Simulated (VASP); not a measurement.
VASP ran on this input.

INCAR:
```
# general
SYSTEM        = InAs
PREC          = Accurate
ENCUT         = 300   # plane-wave cut-off (eV)
LREAL         = F   # projection in real space or not
LASPH         = T

# electronic loop
EDIFF         = 1E-6
NELM          = 100   # most electronic steps
ALGO          = Normal   # blocked Davidson
LMAXMIX       = 4   # l cut-off of mixed one-centre charges

# smearing
ISMEAR        = -1
SIGMA         = 0.02

# functional
GGA           = PS   # PBEsol
GGA_COMPAT    = F

# spin
MAGMOM        = 6*0.0
LSORBIT       = T
LNONCOLLINEAR = T

# ions
ISIF          = 2

# output
LWAVE         = F
LCHARG        = F
LORBIT        = 11   # lm-projected
```

File POSCAR:
```
InAs
1
    0.0000000000     3.0300000000     3.0300000000
    3.0300000000     0.0000000000     3.0300000000
    3.0300000000     3.0300000000     0.0000000000
In As
1 1
Direct
 -0.0048150000  -0.0000370000   0.0009430000
  0.2548150000   0.2500370000   0.2490570000
```

KPOINTS:
```
Automatic mesh
0
Gamma
5 5 5
0 0 0
```

POTCAR, in this order: In_d As (PBE.64 set). Program: vasp_ncl.

Write an equivalent input for Ansatz.

One equivalent input (not run):
Ansatz 0.2 input:
```yaml
crystal:
  lattice:
    - [0.0000000, 3.0300000, 3.0300000]
    - [3.0300000, 0.0000000, 3.0300000]
    - [3.0300000, 3.0300000, 0.0000000]
  atoms:
    - { symbol: In, position: [-0.0048150, -0.0000370, 0.0009430] }
    - { symbol: As, position: [0.2548150, 0.2500370, 0.2490570] }
kpoints:
  mp_grid: { grid: [5, 5, 5] }
hamiltonian:
  xc: pbesol
  pseudopotentials: { kind: paw }
magnetization: { noncollinear: true, spin_orbit: true }
scf:
  occupations: { method: fermi_dirac, width: 0.02 }
  max_iter: 100
output: { forces: true, stress: true, eigenvalues: true }
```
What does not carry over: each code has its own PAW files, so the cut-off isn't converted (ENCUT is set for VASP's; basis.ecutwfc is left out, and Ansatz then takes the one that its files recommend); Ansatz stops its SCF on the density residual and VASP on the energy change (EDIFF).

The structure is a typed InAs crystal. The cell was not relaxed at this level, atoms are displaced from their ideal sites. The run is one of a series of settings (GGA_COMPAT = .FALSE., LNONCOLLINEAR = .TRUE., LSORBIT = .TRUE., MAGMOM = 0.0 0.0 0.0 0.0 0.0 0.0, program vasp_ncl against the base run), some of them coarse on purpose.
